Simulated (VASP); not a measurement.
Calculation: PBEsol GGA, VASP's PBE PAW potentials (set 64) (plane waves; VASP).

The input files of a VASP run:

INCAR:
```
SYSTEM  =  ZnS
LASPH  =  T   # aspherical one-centre terms
NEDOS  =  601
ISIF  =  2
LORBIT  =  11   # lm-projected
ALGO  =  Normal   # blocked Davidson
LMAXMIX  =  4   # l cut-off of mixed one-centre charges
LREAL  =  F   # projection in real space or not
LWAVE  =  F
PREC  =  Accurate
ENCUT  =  400   # plane-wave cut-off (eV)
NELM  =  100   # most electronic steps
LCHARG  =  T
EDIFF  =  1E-7
GGA  =  PS
ISMEAR  =  -5   # tetrahedra, Bloechl
```

### POSCAR
```
ZnS
1
    0.0000000000     2.6776703000     2.6776703000
    2.6776703000     0.0000000000     2.6776703000
    2.6776703000     2.6776703000     0.0000000000
Zn S
1 1
Direct
  0.0000000000   0.0000000000   0.0000000000
  0.2500000000   0.2500000000   0.2500000000
```

KPOINTS:
```
kpoints
0
Gamma
 10 10 10
```

POTCAR, in this order: Zn S (PBE.64 set). Program: vasp_std.

What VASP printed:

OSZICAR:
```
       N       E                     dE             d eps       ncg     rms          rms(c)
DAV:   1     0.806443939502E+02    0.80644E+02   -0.80563E+03  1222   0.138E+03
DAV:   2    -0.250814442191E+01   -0.83153E+02   -0.79343E+02  1352   0.259E+02
DAV:   3    -0.792788146445E+01   -0.54197E+01   -0.53976E+01  1507   0.693E+01
DAV:   4    -0.799405181143E+01   -0.66170E-01   -0.66150E-01  1397   0.817E+00
DAV:   5    -0.799501705994E+01   -0.96525E-03   -0.96522E-03  1472   0.977E-01    0.726E+00
DAV:   6    -0.760497278849E+01    0.39004E+00   -0.10262E+00  1668   0.402E+01    0.561E+00
DAV:   7    -0.759037591080E+01    0.14597E-01   -0.35617E-01  1282   0.619E+00    0.266E+00
DAV:   8    -0.758729974654E+01    0.30762E-02   -0.56546E-03  1427   0.726E-01    0.725E-01
DAV:   9    -0.758704880795E+01    0.25094E-03   -0.84680E-04  1469   0.375E-01    0.117E-01
DAV:  10    -0.758713170247E+01   -0.82895E-04   -0.19337E-04  1401   0.219E-01    0.756E-02
DAV:  11    -0.758712879011E+01    0.29124E-05   -0.58078E-05  1517   0.179E-01    0.898E-03
DAV:  12    -0.758712864000E+01    0.15012E-06   -0.25128E-06  1755   0.279E-02    0.304E-03
DAV:  13    -0.758712876457E+01   -0.12457E-06   -0.73921E-07  1297   0.731E-03    0.142E-03
DAV:  14    -0.758712868799E+01    0.76571E-07   -0.47311E-08   846   0.304E-03
   1 F= -.75871287E+01 E0= -.75871287E+01  d E =0.000000E+00
```

OUTCAR:
```
------------------------ aborting loop because EDIFF is reached ----------------------------------------
  FORCE on cell =-STRESS in cart. coord.  units (eV):
  Direction    XX          YY          ZZ          XY          YZ          ZX
  --------------------------------------------------------------------------------------
  Total       -0.0009224     -0.0009224     -0.0009224     -0.0000000      0.0000000     -0.0000000
  in kB       -0.0384875     -0.0384875     -0.0384875     -0.0000000      0.0000000     -0.0000000
  external PRESSURE =      -0.0384875 kB  Pullay stress =       0.0000000 kB
  volume of cell :       38.40
      direct lattice vectors                 reciprocal lattice vectors
     0.000000000  2.677670300  2.677670300    -0.186729486  0.186729486  0.186729486
     2.677670300  0.000000000  2.677670300     0.186729486 -0.186729486  0.186729486
     2.677670300  2.677670300  0.000000000     0.186729486  0.186729486 -0.186729486
  FREE ENERGIE OF THE ION-ELECTRON SYSTEM (eV)
  ---------------------------------------------------
  free  energy   TOTEN  =        -7.5871286880 eV

  energy  without entropy=       -7.5871286880  energy(sigma->0) =       -7.58712869

 total charge

# of ion       s       p       d       tot
------------------------------------------
    1        0.533   0.506   9.800  10.839
    2        1.309   2.422   0.000   3.730
--------------------------------------------------
tot          1.842   2.928   9.800  14.570
```
(Selected blocks of OUTCAR.)

File OUTCAR:
```
 val. band max:        2.2711423122   @ k =   0.0000   0.0000   0.0000

 cond. band min:       4.3655341575   @ k =   0.0000   0.0000   0.0000


 Fermi energy:         2.3153876689

 k-point     1 :       0.0000    0.0000    0.0000
  band No.  band energies     occupation
      1     -11.0793      2.00000
      2      -4.2118      2.00000
      3      -4.2118      2.00000
      4      -4.2118      2.00000
      5      -3.6794      2.00000
      6      -3.6794      2.00000
      7       2.2711      2.00000
      8       2.2711      2.00000
      9       2.2711      2.00000
     10       4.3655      0.00000
     11       8.5577      0.00000
     12       8.5577      0.00000
     13       8.5577      0.00000

 k-point     2 :       0.1000    0.0000    0.0000
  band No.  band energies     occupation
      1     -10.9988      2.00000
      2      -4.2143      2.00000
      3      -4.1968      2.00000
      4      -4.1968      2.00000
      5      -3.6807      2.00000
      6      -3.6807      2.00000
      7       1.4460      2.00000
      8       2.1672      2.00000
      9       2.1672      2.00000
     10       4.9930      0.00000
     11       8.4717      0.00000
     12       8.7368      0.00000
     13       8.7368      0.00000

 k-point     3 :       0.2000    0.0000    0.0000
  band No.  band energies     occupation
      1     -10.7763      2.00000
      2      -4.2039      2.00000
      3      -4.1605      2.00000
      4      -4.1605      2.00000
      5      -3.6809      2.00000
      6      -3.6809      2.00000
      7       0.0396      2.00000
      8       1.9162      2.00000
      9       1.9162      2.00000
     10       5.6296      0.00000
     11       8.7357      0.00000
     12       9.0892      0.00000
     13       9.0892      0.00000

 k-point     4 :       0.3000    0.0000    0.0000
  band No.  band energies     occupation
      1     -10.4723      2.00000
      2      -4.1248      2.00000
      3      -4.1220      2.00000
...
```

The compound is ZnS in the zinc blende structure. It was relaxed first.
